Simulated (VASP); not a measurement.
Input for VASP

KPOINTS:
```
Automatic
0
gamma
16 16 16
0 0 0
```

### INCAR
```
SYSTEM = Ag
PREC = Accurate; ENCUT = 500; LREAL = .FALSE.
LASPH = .TRUE.
EDIFF = 1E-6; NELM = 100; ALGO = Normal
LMAXMIX = 4
ISMEAR = 1; SIGMA = 0.1
GGA = PS
IBRION = 2; NSW = 40; ISIF = 3
EDIFFG = -0.02; PSTRESS = 450
LWAVE = .FALSE.; LCHARG = .FALSE.
```

**POSCAR**
```
Ag
1
    0.0000000000     1.8897613502     1.8897613502
    1.8897613502     0.0000000000     1.8897613502
    1.8897613502     1.8897613502     0.0000000000
Ag
1
Direct
  0.0000000000   0.0000000000   0.0000000000
```

POTCAR, in this order: Ag (PBE.64 set). Program: vasp_std.

Write an equivalent input for Ansatz.

One equivalent input (not run):
Ansatz 0.2 input:
```yaml
crystal:
  lattice:
    - [0.0000000, 1.8897614, 1.8897614]
    - [1.8897614, 0.0000000, 1.8897614]
    - [1.8897614, 1.8897614, 0.0000000]
  atoms:
    - { symbol: Ag, position: [0.0000000, 0.0000000, 0.0000000] }
kpoints:
  mp_grid: { grid: [16, 16, 16] }
hamiltonian:
  xc: pbesol
  pseudopotentials: { kind: paw }
scf:
  occupations: { method: methfessel_paxton, width: 0.1 }
  max_iter: 100
relax:
  max_steps: 40
  f_tol: 0.02
  cell: { p_target: 45 }
output: { forces: true, stress: true, eigenvalues: true }
```
What does not carry over: each code has its own PAW files, so the cut-off isn't converted (ENCUT is set for VASP's; basis.ecutwfc is left out, and Ansatz then takes the one that its files recommend); Ansatz stops its SCF on the density residual and VASP on the energy change (EDIFF).

The compound is Ag in the fcc structure. It was relaxed first under an external pressure of 45 GPa.
